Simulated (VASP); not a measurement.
# SiNi2: accuracy against cost in the PAW data sets and plane-wave cutoff, part 2 of 4

How sensitive are energy, pressure and forces of SiNi2 to the PAW data sets and plane-wave cutoff? The series runs use PBEsol. The start is a cell from a database of measured crystal structures.

VASP 6.6.1, plane waves and PAW; the level of theory is named at each step.

Still holding for the runs below: The k-mesh is coarse for a metal.

So far. Step 2 (PAW data sets: minimal 64: Si Ni): The series starts at -6.6301 eV an atom and -4.59 GPa, after 17 cycles in 39 s. Step 3 (PAW data sets: recommended 54: Si Ni): With 96 valence electrons the pressure is -4.59 GPa, +0.00 GPa from the first of the series, after 17 cycles in 39 s.

## 4. PAW data sets: materialsproject 64: Si Ni pv

This step: PBEsol, spin-polarised from a ferromagnetic start; plane waves and PAW (Si, Ni_pv) (VASP 6.6.1).

INCAR reads:

```
SYSTEM = SiNi2
PREC = Accurate
ENCUT = 480
EDIFF = 1E-06
NELM = 100
ISMEAR = -1
SIGMA = 0.05
LREAL = .FALSE.
ALGO = Normal
GGA = PS
NBANDS = 100
ISPIN = 2
MAGMOM = 0 0 0 0 1 1 1 1 1 1 1 1
LASPH = .TRUE.
LMAXMIX = 4
LORBIT = 11
LWAVE = .FALSE.
LCHARG = .FALSE.
KPAR = 8
ISIF = 2
```

POSCAR reads:

```
SiNi2
1.0
    4.9900000000      0.0000000000      0.0000000000
    0.0000000000      3.7200000000      0.0000000000
    0.0000000000      0.0000000000      7.0300000000
Si Ni
4 8
Direct
    0.2860000000      0.7500000000      0.6140000000
    0.7140000000      0.2500000000      0.3860000000
    0.2140000000      0.2500000000      0.1140000000
    0.7860000000      0.7500000000      0.8860000000
    0.9580000000      0.7500000000      0.2030000000
    0.0420000000      0.2500000000      0.7970000000
    0.5420000000      0.2500000000      0.7030000000
    0.4580000000      0.7500000000      0.2970000000
    0.8250000000      0.7500000000      0.5630000000
    0.1750000000      0.2500000000      0.4370000000
    0.6750000000      0.2500000000      0.0630000000
    0.3250000000      0.7500000000      0.9370000000
```

KPOINTS reads:

```
Automatic mesh
0
Gamma
5 6 3
0 0 0
```

The projector-augmented-wave data sets are Si and Ni_pv (PBE family, release 64).

Launch:

```sh
$ mpirun -np 8 vasp_std
```

The program printed:

```text
[... set-up lines as in an earlier step ...]
 entering main loop
       N       E                     dE             d eps       ncg     rms          rms(c)
DAV:   1     0.199399387332E+04    0.19940E+04   -0.83883E+04 10904   0.184E+03
DAV:   2     0.875025246483E+02   -0.19065E+04   -0.18075E+04  9600   0.589E+02
DAV:   3    -0.843221646917E+02   -0.17182E+03   -0.15581E+03 10304   0.197E+02
DAV:   4    -0.911306960063E+02   -0.68085E+01   -0.67158E+01 10768   0.382E+01
[...]
DAV:  14    -0.797336970008E+02    0.52081E-04   -0.16776E-04 10796   0.135E-01    0.415E-02
DAV:  15    -0.797336998320E+02   -0.28312E-05   -0.20392E-05 10432   0.233E-02    0.167E-02
DAV:  16    -0.797336992968E+02    0.53522E-06   -0.53820E-06  8268   0.223E-02
   1 F= -.79733699E+02 E0= -.79705713E+02  d E =-.559717E-01  mag=     0.0007
```

The job ended after 66 s (8 MPI ranks of AMD EPYC 9R14 (Zen 4), shared host; peak memory 3.9 GiB).

From OUTCAR (step 4):

```text
  Total       -5.2359235     -4.2770430     -3.7540252     -0.0000000      0.0000000      0.0000000
  in kB      -64.2843219    -52.5116164    -46.0902381     -0.0000000      0.0000000      0.0000000
  external PRESSURE =     -54.2953922 kB  Pullay stress =       0.0000000 kB

 POSITION                                       TOTAL-FORCE (eV/Angst)
 -----------------------------------------------------------------------------------
      1.42714      2.79000      4.31642        -0.037407     -0.000000     -0.050799
      3.56286      0.93000      2.71358         0.037407     -0.000000      0.050799
      1.06786      0.93000      0.80142         0.037407      0.000000     -0.050799
      3.92214      2.79000      6.22858        -0.037407      0.000000      0.050799
      4.78042      2.79000      1.42709         0.096825     -0.000000      0.254863
      0.20958      0.93000      5.60291        -0.096825     -0.000000     -0.254863
      2.70458      0.93000      4.94209        -0.096825     -0.000000      0.254863
      2.28542      2.79000      2.08791         0.096825     -0.000000     -0.254863
      4.11675      2.79000      3.95789         0.245420     -0.000000     -0.254401
      0.87325      0.93000      3.07211        -0.245420     -0.000000      0.254401
      3.36825      0.93000      0.44289        -0.245420     -0.000000     -0.254401
      1.62175      2.79000      6.58711         0.245420     -0.000000      0.254401
 -----------------------------------------------------------------------------------
    total drift:                                0.000000      0.000000     -0.000000

  FREE ENERGIE OF THE ION-ELECTRON SYSTEM (eV)
  ---------------------------------------------------
  free  energy   TOTEN  =       -79.7336992968 eV

  energy  without entropy=      -79.6777276170  energy(sigma->0) =      -79.70571346

 magnetization (x)
# of ion       s       p       d       tot
------------------------------------------
    1        0.000   0.000   0.000   0.000
    2        0.000   0.000   0.000   0.000
    3        0.000   0.000   0.000   0.000
    4        0.000   0.000   0.000   0.000
    5        0.000   0.000   0.000   0.000
    6        0.000   0.000   0.000   0.000
    7        0.000   0.000   0.000   0.000
    8        0.000   0.000   0.000   0.000
    9        0.000   0.000   0.000   0.000
   10        0.000   0.000   0.000   0.000
   11        0.000   0.000   0.000   0.000
   12        0.000   0.000   0.000   0.000
--------------------------------------------------
tot          0.000   0.000   0.000   0.001

[... 3 further parts left out ...]
[key lines of the parts left out:]
E-fermi :  10.0648
```

With 144 valence electrons the pressure is -5.43 GPa, -0.84 GPa from the first of the series, after 16 cycles in 66 s.

## 5. PAW data sets: GW 64: Si GW Ni sv GW

This step: PBEsol, spin-polarised from a ferromagnetic start; plane waves and PAW (Si_GW, Ni_sv_GW) (VASP 6.6.1).

INCAR: that of step 4 with these lines changed.

```diff
@@ -2,3 +2,3 @@
 PREC = Accurate
-ENCUT = 480
+ENCUT = 510
 EDIFF = 1E-06
@@ -10,3 +10,3 @@
 GGA = PS
-NBANDS = 100
+NBANDS = 110
 ISPIN = 2
```

POSCAR is that of step 4.

KPOINTS is that of step 4.

The projector-augmented-wave data sets are Si_GW and Ni_sv_GW (PBE family, release 64).

Launch:

```sh
$ mpirun -np 8 vasp_std
```

The program printed:

```text
[... set-up lines as in an earlier step ...]
 entering main loop
       N       E                     dE             d eps       ncg     rms          rms(c)
DAV:   1     0.490393740212E+04    0.49039E+04   -0.56628E+04 15662   0.427E+03
DAV:   2     0.139642814572E+04   -0.35075E+04   -0.32395E+04 14644   0.165E+03
DAV:   3     0.136292946681E+03   -0.12601E+04   -0.11698E+04 17628   0.955E+02
DAV:   4    -0.756182373333E+02   -0.21191E+03   -0.18048E+03 19528   0.595E+02
[...]
DAV:  17    -0.869089611970E+02   -0.70773E-05   -0.73934E-05 20600   0.106E-01    0.171E-03
DAV:  18    -0.869089635291E+02   -0.23320E-05   -0.23063E-05 17056   0.557E-02    0.119E-03
DAV:  19    -0.869089643083E+02   -0.77924E-06   -0.73610E-06 15216   0.328E-02
   1 F= -.86908964E+02 E0= -.86880987E+02  d E =-.559544E-01  mag=    -0.0000
```

The job ended after 2.7 min (8 MPI ranks; peak memory 4.9 GiB).

Parts of OUTCAR (step 5):

```text
  Total       -6.2184133     -5.2626063     -4.7367923      0.0000000      0.0000000      0.0000000
  in kB      -76.3468904    -64.6119213    -58.1562123      0.0000000      0.0000000      0.0000000
  external PRESSURE =     -66.3716747 kB  Pullay stress =       0.0000000 kB

 POSITION                                       TOTAL-FORCE (eV/Angst)
 -----------------------------------------------------------------------------------
      1.42714      2.79000      4.31642        -0.034335      0.000000     -0.052124
      3.56286      0.93000      2.71358         0.034335     -0.000000      0.052124
      1.06786      0.93000      0.80142         0.034335      0.000000     -0.052124
      3.92214      2.79000      6.22858        -0.034335      0.000000      0.052124
      4.78042      2.79000      1.42709         0.092802      0.000000      0.249975
      0.20958      0.93000      5.60291        -0.092802      0.000000     -0.249975
      2.70458      0.93000      4.94209        -0.092802      0.000000      0.249975
      2.28542      2.79000      2.08791         0.092802      0.000000     -0.249975
      4.11675      2.79000      3.95789         0.239658     -0.000000     -0.251066
      0.87325      0.93000      3.07211        -0.239658     -0.000000      0.251066
      3.36825      0.93000      0.44289        -0.239658     -0.000000     -0.251066
      1.62175      2.79000      6.58711         0.239658      0.000000      0.251066
 -----------------------------------------------------------------------------------
    total drift:                                0.000000      0.000000     -0.000000

  FREE ENERGIE OF THE ION-ELECTRON SYSTEM (eV)
  ---------------------------------------------------
  free  energy   TOTEN  =       -86.9089643083 eV

  energy  without entropy=      -86.8530099522  energy(sigma->0) =      -86.88098713

 magnetization (x)
# of ion       s       p       d       f       tot
--------------------------------------------------
    1        0.000  -0.000  -0.000   0.000   0.000
    2        0.000  -0.000  -0.000   0.000   0.000
    3        0.000  -0.000  -0.000   0.000   0.000
    4        0.000  -0.000  -0.000   0.000   0.000
    5       -0.000  -0.000  -0.000  -0.000  -0.000
    6       -0.000  -0.000  -0.000  -0.000  -0.000
    7       -0.000  -0.000  -0.000  -0.000  -0.000
    8       -0.000  -0.000  -0.000  -0.000  -0.000
    9       -0.000  -0.000  -0.000  -0.000  -0.000
   10       -0.000  -0.000  -0.000  -0.000  -0.000
   11       -0.000  -0.000  -0.000  -0.000  -0.000
   12       -0.000  -0.000  -0.000  -0.000  -0.000
--------------------------------------------------
tot         -0.000  -0.000  -0.000  -0.000  -0.000

[... 3 further parts left out ...]
[key lines of the parts left out:]
E-fermi :   9.8344
```

With 160 valence electrons the pressure is -6.64 GPa, -2.05 GPa from the first of the series, after 19 cycles in 2.7 min.

## 6. The PAW data sets series as a table

This step: convergence of PBEsol results with the datasets; plane waves and PAW (VASP 6.6.1).

No new run; the numbers come from the runs before.

Differences are taken from the run with minimal 64: Si Ni. Results of the series, by row:

```
                              setting     status  pressure (GPa)  largest force difference (meV/Å)  moment (μB)  SCF cycles  wall time (s)
            minimal 64: Si Ni, 400 eV  converged          -4.591                                 0      1.00e-4          17             39
        recommended 54: Si Ni, 400 eV  converged          -4.591                                 0      1.00e-4          17             39
materialsproject 64: Si Ni_pv, 480 eV  converged           -5.43                             7.867      7.00e-4          16             66
        gw 64: Si_GW Ni_sv_GW, 510 eV  converged          -6.637                             8.165            0          19            163
```

## 7. Plane-wave cutoff: ENCUT = 160

This step: PBEsol, spin-polarised from a ferromagnetic start; plane waves and PAW (Si, Ni) (VASP 6.6.1).

The basis grows with ENCUT, and energy and stress both move with it.

INCAR: that of step 5 with these lines changed.

```diff
@@ -2,3 +2,3 @@
 PREC = Accurate
-ENCUT = 510
+ENCUT = 160
 EDIFF = 1E-06
@@ -10,3 +10,3 @@
 GGA = PS
-NBANDS = 110
+NBANDS = 71
 ISPIN = 2
```

POSCAR is that of step 5.

KPOINTS is that of step 5.

The projector-augmented-wave data sets are Si and Ni (PBE family, release 64).

Launch:

```sh
$ mpirun -np 8 vasp_std
```

The program printed:

```text
[... set-up lines as in an earlier step ...]
 entering main loop
       N       E                     dE             d eps       ncg     rms          rms(c)
DAV:   1     0.240208788150E+03    0.24021E+03   -0.18811E+04  6824   0.551E+02
DAV:   2    -0.700248004374E+02   -0.31023E+03   -0.27851E+03  7083   0.164E+02
DAV:   3    -0.851954374908E+02   -0.15171E+02   -0.14807E+02  7665   0.399E+01
DAV:   4    -0.852992978346E+02   -0.10386E+00   -0.10372E+00  7485   0.340E+00
DAV:   5    -0.852997863536E+02   -0.48852E-03   -0.48849E-03  7521   0.232E-01    0.650E+01
DAV:   6    -0.756218402380E+02    0.96779E+01   -0.25904E+02  7285   0.100E+02    0.348E+01
DAV:   7    -0.541307170692E+02    0.21491E+02   -0.57451E+01  7408   0.486E+01    0.110E+01
DAV:   8    -0.545277675705E+02   -0.39705E+00   -0.53841E+00  7340   0.148E+01    0.692E+00
DAV:   9    -0.544885916991E+02    0.39176E-01   -0.18563E+00  7449   0.210E+01    0.580E+00
DAV:  10    -0.541386722909E+02    0.34992E+00   -0.45897E-01  7571   0.107E+01    0.126E+00
DAV:  11    -0.541436156581E+02   -0.49434E-02   -0.31935E-02  7421   0.830E-01    0.553E-01
DAV:  12    -0.541448480641E+02   -0.12324E-02   -0.12306E-03  7441   0.245E-01    0.181E-01
DAV:  13    -0.541446607917E+02    0.18727E-03   -0.58521E-04  7555   0.142E-01    0.595E-02
DAV:  14    -0.541446609116E+02   -0.11990E-06   -0.59675E-05  7411   0.274E-02    0.258E-02
DAV:  15    -0.541446632412E+02   -0.23296E-05   -0.31706E-06  6253   0.968E-03    0.136E-02
DAV:  16    -0.541446634136E+02   -0.17238E-06   -0.17807E-06  4238   0.743E-03
   1 F= -.54144663E+02 E0= -.54118139E+02  d E =-.530485E-01  mag=    -0.0003
```

It took 12 s on 8 MPI ranks; peak memory 1.4 GiB; 87 s of CPU time.

From OUTCAR (step 7):

```text
   ENCUT  =  160.0 eV  11.76 Ry    3.43 a.u.   5.15  3.84  7.25*2*pi/ulx,y,z

   NELECT =      96.0000    total number of electrons

 E-fermi :  10.4895

 spin component 1
 k-point     1 :       0.0000    0.0000    0.0000
  band No.  band energies     occupation
    ...
     44       9.1662      1.00000
     45       9.4146      1.00000
     46       9.4511      1.00000
     47       9.9435      0.99998
     48      10.3400      0.95207
     49      11.2950      0.00000
     50      11.7604      0.00000
     51      12.7939      0.00000
     52      13.0769      0.00000
     53      13.3738      0.00000
    ...

 k-point     2 :       0.2000    0.0000    0.0000
  band No.  band energies     occupation
    ...
     43       9.1131      1.00000
     44       9.2439      1.00000
     45       9.2942      1.00000
     46       9.5966      1.00000
     47       9.9360      0.99998
     48      10.8029      0.00189
     49      12.1507      0.00000
     50      12.2804      0.00000
     51      13.0177      0.00000
     52      13.0278      0.00000
    ...

  Total     -272.5194012   -272.0702280   -271.0626847     -0.0000000      0.0000000      0.0000000
  in kB    -3345.8710398  -3340.3562918  -3327.9861269     -0.0000000      0.0000000      0.0000000
  external PRESSURE =   -3338.0711528 kB  Pullay stress =       0.0000000 kB

 POSITION                                       TOTAL-FORCE (eV/Angst)
 -----------------------------------------------------------------------------------
      1.42714      2.79000      4.31642        -0.147447     -0.000000     -0.005775
      3.56286      0.93000      2.71358         0.147447      0.000000      0.005775
      1.06786      0.93000      0.80142         0.147447      0.000000     -0.005775
      3.92214      2.79000      6.22858        -0.147447     -0.000000      0.005775
      4.78042      2.79000      1.42709         0.793786      0.000000      0.752298
      0.20958      0.93000      5.60291        -0.793786      0.000000     -0.752298
      2.70458      0.93000      4.94209        -0.793786      0.000000      0.752298
      2.28542      2.79000      2.08791         0.793786      0.000000     -0.752298
      4.11675      2.79000      3.95789         1.001090      0.000000     -0.350905
      0.87325      0.93000      3.07211        -1.001090      0.000000      0.350905
      3.36825      0.93000      0.44289        -1.001090      0.000000     -0.350905
      1.62175      2.79000      6.58711         1.001090     -0.000000      0.350905
 -----------------------------------------------------------------------------------
    total drift:                                0.000000     -0.000000      0.000000

  FREE ENERGIE OF THE ION-ELECTRON SYSTEM (eV)
  ---------------------------------------------------
  free  energy   TOTEN  =       -54.1446634136 eV

  energy  without entropy=      -54.0916148682  energy(sigma->0) =      -54.11813914

 magnetization (x)
# of ion       s       p       d       tot
------------------------------------------
    1        0.000   0.000   0.000   0.000
    2        0.000   0.000   0.000   0.000
    3        0.000   0.000   0.000   0.000
    4        0.000   0.000   0.000   0.000
    5       -0.000  -0.000   0.000  -0.000
    6       -0.000  -0.000   0.000  -0.000
    7       -0.000  -0.000   0.000  -0.000
    8       -0.000  -0.000   0.000  -0.000
    9       -0.000  -0.000  -0.000  -0.000
   10       -0.000  -0.000  -0.000  -0.000
   11       -0.000  -0.000  -0.000  -0.000
   12       -0.000  -0.000  -0.000  -0.000
--------------------------------------------------
tot          0.000  -0.000  -0.000  -0.000

[... 6 parts as in an earlier step ...]

[... 15 further parts left out ...]
```

This step gave:

| Item | Value |
| --- | --- |
| electronic steps | 16 |
| electrons | 96 |
| bands | 71 |
| free energy (TOTEN) | -54.1447 eV |
| energy at zero smearing | -54.1181 eV |
| Fermi energy | 10.49 eV |
| pressure | -333.8 GPa |

The series starts at -4.5098 eV an atom and -333.81 GPa, after 16 cycles in 12 s.

## 8. Plane-wave cutoff: ENCUT = 200

INCAR: that of step 7 with these lines changed.

```diff
@@ -2,3 +2,3 @@
 PREC = Accurate
-ENCUT = 160
+ENCUT = 200
 EDIFF = 1E-06
```

POSCAR is that of step 7.

KPOINTS is that of step 7.

Launch:

```sh
$ mpirun -np 8 vasp_std
```

The program printed:

```text
[... set-up lines as in an earlier step ...]
 entering main loop
       N       E                     dE             d eps       ncg     rms          rms(c)
DAV:   1     0.353763611633E+03    0.35376E+03   -0.21365E+04  6816   0.731E+02
DAV:   2    -0.637380096392E+02   -0.41750E+03   -0.37984E+03  6907   0.212E+02
DAV:   3    -0.904911641828E+02   -0.26753E+02   -0.25688E+02  7469   0.610E+01
DAV:   4    -0.908891294606E+02   -0.39797E+00   -0.39694E+00  7614   0.765E+00
[...]
DAV:  13    -0.763986191027E+02   -0.46757E-04   -0.47553E-04  7663   0.188E-01    0.988E-02
DAV:  14    -0.763986043239E+02    0.14779E-04   -0.52394E-05  7863   0.427E-02    0.366E-02
DAV:  15    -0.763986042450E+02    0.78875E-07   -0.75486E-06  7035   0.153E-02
   1 F= -.76398604E+02 E0= -.76372064E+02  d E =-.530800E-01  mag=     0.0010
```

Elapsed: 13 s, on 8 MPI ranks; peak memory 1.5 GiB.

From OUTCAR (step 8):

```text
  Total      -66.0154821    -65.0258442    -64.1997054      0.0000000      0.0000000      0.0000000
  in kB     -810.5084944   -798.3581640   -788.2152030      0.0000000      0.0000000      0.0000000
  external PRESSURE =    -799.0272871 kB  Pullay stress =       0.0000000 kB

 POSITION                                       TOTAL-FORCE (eV/Angst)
 -----------------------------------------------------------------------------------
      1.42714      2.79000      4.31642        -0.075344      0.000000     -0.091717
      3.56286      0.93000      2.71358         0.075344      0.000000      0.091717
      1.06786      0.93000      0.80142         0.075344     -0.000000     -0.091717
      3.92214      2.79000      6.22858        -0.075344      0.000000      0.091717
      4.78042      2.79000      1.42709         0.022360     -0.000000      0.146448
      0.20958      0.93000      5.60291        -0.022360      0.000000     -0.146448
      2.70458      0.93000      4.94209        -0.022360     -0.000000      0.146448
      2.28542      2.79000      2.08791         0.022360     -0.000000     -0.146448
      4.11675      2.79000      3.95789         0.226453     -0.000000     -0.195006
      0.87325      0.93000      3.07211        -0.226453     -0.000000      0.195006
      3.36825      0.93000      0.44289        -0.226453     -0.000000     -0.195006
      1.62175      2.79000      6.58711         0.226453     -0.000000      0.195006
 -----------------------------------------------------------------------------------
    total drift:                                0.000000     -0.000000      0.000000

  FREE ENERGIE OF THE ION-ELECTRON SYSTEM (eV)
  ---------------------------------------------------
  free  energy   TOTEN  =       -76.3986042450 eV

  energy  without entropy=      -76.3455242742  energy(sigma->0) =      -76.37206426

[... 2 parts as in an earlier step ...]

[... 2 further parts left out ...]
[key lines of the parts left out:]
E-fermi :  10.8580
```

Against the run before the energy moves by -1854.49 meV an atom and the pressure by +253.90 GPa, after 15 cycles in 13 s.

(Continued in part 3 of 4.)

[Lines on the potential files, build, host, timing and source positions are cut from VASP's logs without a mark.]

[Logs are printed without paths, hosts, clocks, repeated set-up lines and the standing remarks that a program may print on its own settings, such as how far it seeks lower states.]

[Hosts, paths, dates, database ids (printed as entryN), source tags and the programs' standing remarks are cut or masked in the printed files.]

[A measured line is paired with the nearest computed mode of its activity, which favours agreement.]
